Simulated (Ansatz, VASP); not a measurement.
**Si in VASP and in Ansatz**

Contents of INCAR:

```
SYSTEM = Si
PREC     = Accurate       ! precision mode
ENCUT    = 520            ! plane-wave cutoff, eV
EDIFF    = 1E-6           ! SCF threshold, eV
ISMEAR   = 0              ! smearing method
SIGMA    = 0.15           ! smearing width, eV
LREAL    = .False.        ! projectors in reciprocal space
LASPH    = .True.         ! aspherical terms in the spheres
NELM     = 60             ! most SCF steps
ALGO     = Normal         ! electronic algorithm
ISIF     = 2              ! what is computed and relaxed
LWAVE    = .False.        ! write WAVECAR
LCHARG   = .True.         ! write CHGCAR
GGA      = CA             ! functional
LELF     = .True.         ! ELF
LVHAR    = .True.       
NBANDS   = 8              ! bands
```

Contents of KPOINTS:

```
Automatic mesh
0
Gamma
  24 24 24
  0 0 0
```

POSCAR

```
Si
1.0
    2.5432791415      0.0000000000      0.0000000000
   -1.2716395708      2.2025443455      0.0000000000
    0.0000000000      0.0000000000      2.5325302362
Si
1
Direct
    0.0000000000      0.0000000000      0.0000000000
```

Input for Ansatz:

```yaml
crystal:
  lattice:
    - [2.5432791415, 0.0, 0.0]
    - [-1.2716395708, 2.2025443455, 0.0]
    - [0.0, 0.0, 2.5325302362]
  atoms:
    - { symbol: Si, position: [0.0, 0.0, 0.0] }
basis:
  ecutwfc: 420
kpoints:
  mp_grid: { grid: [24, 24, 24] }
hamiltonian:
  xc: lda
scf:
  occupations: { method: gaussian, width: 0.15 }
output:
  forces: true
  stress: true
  eigenvalues: true
  write_density: true
  write_potential: true
  elf: true
  volumetric_format: npy
```

Change from the starting cell: strain -0.025 along x and y, +0.025 along z, atoms carried along.

Alike in both runs: task single point; functional LDA; k mesh 24 × 24 × 24; occupations gaussian, width 0.15 eV; no spin polarisation.

|  | VASP | Ansatz |
| --- | --- | --- |
| version | VASP 6.6.1 | Ansatz 0.2.0 |
| potentials or method | VASP PAW LDA potentials, release 64 (Si) | scalar-relativistic, plane waves, PAW |
| plane-wave cutoff (eV) | 520 | 420 |
| valence electrons in the cell | 4 | 4 |

```csv
,VASP,Ansatz,Ansatz less VASP
gap on the k mesh at the Fermi level (eV),none,none,-
pressure (GPa),3.3,3.2,-0.10
largest component of the traceless stress (GPa),9.80,9.81,+0.016
```

A gap of «none» marks a metal or a gap that the smearing closes.
